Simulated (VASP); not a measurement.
Consider the following.

```
MnO
1.0
    3.90709     0.00000     0.00000
    0.00000     3.90709     0.00000
    0.00000     0.00000     3.00194
Mn O
2 2
Direct
  0.50000   0.00000   0.03166
  0.00000   0.50000   0.96834
  0.00000   0.00000   0.00000
  0.50000   0.50000   0.00000
```
Starting moments (μB, in the order of the record's atoms Mn Mn O O): 3.2 3.2 0.1 0.1.

The numbers are results of PBEsol GGA, VASP's PBE PAW potentials (set 64) (plane waves; VASP 6.6.1), not measurements. Numerical set-up: 600 eV cut-off, 8×8×10 Γ-centred mesh, first-order Methfessel-Paxton smearing of 0.10 eV, potentials Mn_pv O.

The moments were started parallel, and other spin orders were not tried in this run.

### Question
Which forces act on the atoms, in eV/Å?

### Answer

```json
[
 {"atom": "Mn1", "Fx": "0.000", "Fy": "0.000", "Fz": "-0.084"},
 {"atom": "Mn2", "Fx": "0.000", "Fy": "0.000", "Fz": "0.084"},
 {"atom": "O3", "Fx": "0.000", "Fy": "0.000", "Fz": "0.000"},
 {"atom": "O4", "Fx": "0.000", "Fy": "0.000", "Fz": "0.000"}
]
```

### Question
Give the stress tensor in GPa (positive for a compressed cell).

### Answer

```
-0.59   0.00   0.00
 0.00  -0.59   0.00
 0.00   0.00  -0.12
```
The pressure is its mean diagonal, -0.44 GPa.

The structure was generated: MnO was put into the litharge type (P4/nmm), which need not be its known phase. This cell was strained or had an atom moved on purpose.
